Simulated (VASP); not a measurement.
Level of theory: r2SCAN meta-GGA, VASP's PBE PAW potentials (set 64) (plane waves; VASP).

VASP input:

**INCAR**
```
SYSTEM = MgI2
PREC = Accurate
ENCUT = 480
EDIFF = 1E-7
NELM = 100
ALGO = Normal
LREAL = .FALSE.
LASPH = .TRUE.
ISMEAR = 0
SIGMA = 0.05
METAGGA = R2SCAN
LMIXTAU = .TRUE.
LMAXMIX = 4
LWAVE = .FALSE.
LCHARG = .FALSE.
ISIF = 2
```

**KPOINTS**
```
Regular mesh
0
gamma
  6 6 4
0 0 0
```

**POSCAR**
```
MgI2
7.1545390
  0.2920919431  -0.5059180251   0.0000000000
  0.2920919431   0.5059180251   0.0000000000
  0.0000000000   0.0000000000   0.9999999980
Mg I
1 2
Cart
  0.0000000000   0.0000000000   0.0000000000
  0.2920919431   0.1686396790   0.2328399460
  0.2816090873  -0.1686396790   0.7671600520
```

POTCAR, in this order: Mg I (PBE.64 set). Program: vasp_std.

Output

### OUTCAR
```
 ion  position               nearest neighbor table
   1  0.000  0.000  0.000-   3 2.88   2 2.93   2 2.93   2 2.93   3 2.93   3 2.99
   2  0.333  0.667  0.233-   1 2.93   1 2.93   1 2.93
   3  0.649  0.315  0.767-   1 2.88   1 2.93   1 2.99
  LATTYP: Found a hexagonal cell.
 ALAT       =     4.1795660200
 C/A-ratio  =     1.7117899207
 Subroutine PRICEL returns:
 Original cell was already a primitive cell.
 Subroutine GETGRP returns: Found  1 space group operations
The static configuration has the point symmetry C_1 .
The dynamic configuration has the point symmetry C_1 .
 Subroutine INISYM returns: Found  1 space group operations
 Subroutine IBZKPT returns following result:
 Found     76 irreducible k-points:

 Following reciprocal coordinates:
            Coordinates               Weight
  0.000000  0.000000  0.000000      1.000000
  0.166667 -0.000000  0.000000      2.000000
 -0.000000  0.166667  0.000000      2.000000
 -0.166667  0.166667  0.000000      2.000000
  0.333333  0.000000  0.000000      2.000000
  0.000000  0.333333  0.000000      2.000000
 -0.333333  0.333333  0.000000      2.000000
  0.500000  0.000000  0.000000      1.000000
  0.000000  0.500000  0.000000      1.000000
  0.500000  0.500000  0.000000      1.000000
  0.166667  0.166667  0.000000      2.000000
 -0.166667  0.333333  0.000000      2.000000
 -0.333333  0.166667  0.000000      2.000000
  0.333333  0.166667  0.000000      2.000000
 -0.166667  0.500000  0.000000      2.000000
  0.500000  0.333333  0.000000      2.000000
 -0.333333  0.500000  0.000000      2.000000
  0.166667  0.333333  0.000000      2.000000
  0.500000 -0.166667  0.000000      2.000000
  0.333333  0.333333  0.000000      2.000000
  0.000000  0.000000  0.250000      2.000000
  0.166667 -0.000000  0.250000      2.000000
...
```

OSZICAR:
```
       N       E                     dE             d eps       ncg     rms          rms(c)
DAV:   1     0.289188950955E+02    0.28919E+02   -0.57554E+03  1824   0.100E+03
DAV:   2    -0.531509920815E+02   -0.82070E+02   -0.76100E+02  2588   0.154E+02
DAV:   3    -0.593162999032E+02   -0.61653E+01   -0.61386E+01  2256   0.500E+01
DAV:   4    -0.594237520638E+02   -0.10745E+00   -0.10743E+00  2372   0.819E+00
DAV:   5    -0.594256356956E+02   -0.18836E-02   -0.18836E-02  2260   0.110E+00    0.425E+00
DAV:   6    -0.583565109861E+02    0.10691E+01   -0.51925E-01  1864   0.507E+00    0.391E+00
DAV:   7    -0.565623048056E+02    0.17942E+01   -0.50335E-01  1864   0.478E+00    0.162E+00
DAV:   8    -0.567624405292E+02   -0.20014E+00   -0.16757E-01  2200   0.300E+00    0.389E-01
DAV:   9    -0.568275920266E+02   -0.65151E-01   -0.79946E-02  1844   0.339E+00    0.337E-01
DAV:  10    -0.570228429176E+02   -0.19525E+00   -0.89455E-02  1844   0.400E+00    0.174E-01
DAV:  11    -0.568971120920E+02    0.12573E+00   -0.40908E-02  1896   0.257E+00    0.663E-02
DAV:  12    -0.569306708126E+02   -0.33559E-01   -0.30802E-02  1868   0.254E+00    0.700E-02
DAV:  13    -0.569297268993E+02    0.94391E-03   -0.94099E-04  2168   0.393E-01    0.528E-02
DAV:  14    -0.569312741995E+02   -0.15473E-02   -0.21014E-03  1872   0.618E-01    0.429E-02
DAV:  15    -0.569314824439E+02   -0.20824E-03   -0.14875E-04  1960   0.147E-01    0.255E-02
DAV:  16    -0.569315203492E+02   -0.37905E-04   -0.74615E-05  2024   0.107E-01    0.230E-02
DAV:  17    -0.569314844224E+02    0.35927E-04   -0.96498E-06  2112   0.371E-02    0.176E-02
DAV:  18    -0.569315355701E+02   -0.51148E-04   -0.19199E-05  1948   0.538E-02    0.145E-02
DAV:  19    -0.569315285352E+02    0.70349E-05   -0.48143E-06  2048   0.245E-02    0.534E-03
DAV:  20    -0.569315372057E+02   -0.86705E-05   -0.36991E-06  1944   0.240E-02    0.459E-03
DAV:  21    -0.569315375404E+02   -0.33472E-06   -0.11049E-07  1744   0.354E-03    0.506E-03
DAV:  22    -0.569315375662E+02   -0.25781E-07   -0.11617E-08  1276   0.988E-04
   1 F= -.56931538E+02 E0= -.56931538E+02  d E =-.867403E-11
```

File OUTCAR:
```
------------------------ aborting loop because EDIFF is reached ----------------------------------------
  FORCE on cell =-STRESS in cart. coord.  units (eV):
  Direction    XX          YY          ZZ          XY          YZ          ZX
  --------------------------------------------------------------------------------------
  Total        0.0309717      0.0209893      0.0046348     -0.0027456      0.0124183     -0.2117101
  in kB        0.4584590      0.3106946      0.0686075     -0.0406414      0.1838226     -3.1338450
  external PRESSURE =       0.2792537 kB  Pullay stress =       0.0000000 kB
  volume of cell :      108.24
      direct lattice vectors                 reciprocal lattice vectors
     2.089783198 -3.619610242  0.000000000     0.239259269 -0.138136420  0.000000000
     2.089783198  3.619610242  0.000000000     0.239259269  0.138136420  0.000000000
     0.000000000  0.000000000  7.154538986     0.000000000  0.000000000  0.139771410
 POSITION                                       TOTAL-FORCE (eV/Angst)
 -----------------------------------------------------------------------------------
      0.00000      0.00000      0.00000        -0.086271      0.010175      0.013277
      2.08978      1.20654      1.66586        -0.027389     -0.001694     -0.010619
      2.01478     -1.20654      5.48868         0.113660     -0.008481     -0.002658
 -----------------------------------------------------------------------------------
    total drift:                               -0.000057      0.000128      0.000216
  FREE ENERGIE OF THE ION-ELECTRON SYSTEM (eV)
  ---------------------------------------------------
  free  energy   TOTEN  =       -56.9315375662 eV

  energy  without entropy=      -56.9315375662  energy(sigma->0) =      -56.93153757
```
(Selected blocks of OUTCAR.)

**OUTCAR**
```
 val. band max:        1.4933258373   @ k =   0.0000   0.0000   0.0000

 cond. band min:       5.6320366789   @ k =   0.0000   0.5000   0.5000


 Fermi energy:         1.6991170252

 k-point     1 :       0.0000    0.0000    0.0000
  band No.  band energies     occupation
      1     -10.8050      2.00000
      2     -10.1344      2.00000
      3      -1.8268      2.00000
      4       1.0837      2.00000
      5       1.0879      2.00000
      6       1.3894      2.00000
      7       1.4014      2.00000
      8       1.4933      2.00000
      9       5.9669      0.00000
     10       6.9838      0.00000
     11       8.7300      0.00000
     12       8.8516      0.00000

 k-point     2 :       0.1667   -0.0000    0.0000
  band No.  band energies     occupation
      1     -10.6640      2.00000
      2     -10.0575      2.00000
      3      -1.6507      2.00000
      4       0.1101      2.00000
      5       0.6214      2.00000
      6       0.7975      2.00000
      7       1.3489      2.00000
      8       1.4081      2.00000
      9       6.7810      0.00000
     10       7.5373      0.00000
     11       8.3707      0.00000
     12       9.1610      0.00000

 k-point     3 :      -0.0000    0.1667    0.0000
  band No.  band energies     occupation
      1     -10.6629      2.00000
      2     -10.0602      2.00000
      3      -1.6476      2.00000
      4       0.1438      2.00000
      5       0.6625      2.00000
      6       0.7825      2.00000
      7       1.3386      2.00000
      8       1.3518      2.00000
      9       6.7406      0.00000
     10       7.5649      0.00000
     11       8.3283      0.00000
     12       9.2257      0.00000

 k-point     4 :      -0.1667    0.1667    0.0000
  band No.  band energies     occupation
      1     -10.6634      2.00000
      2     -10.0589      2.00000
      3      -1.6491      2.00000
      4       0.1266      2.00000
      5       0.6358      2.00000
      6       0.7962      2.00000
...
```

Unless said otherwise, spin-orbit coupling is left out, though it shifts the bands of the heavy elements here.

The compound is MgI2 in the 1T layered structure. This cell was strained or had an atom moved on purpose.
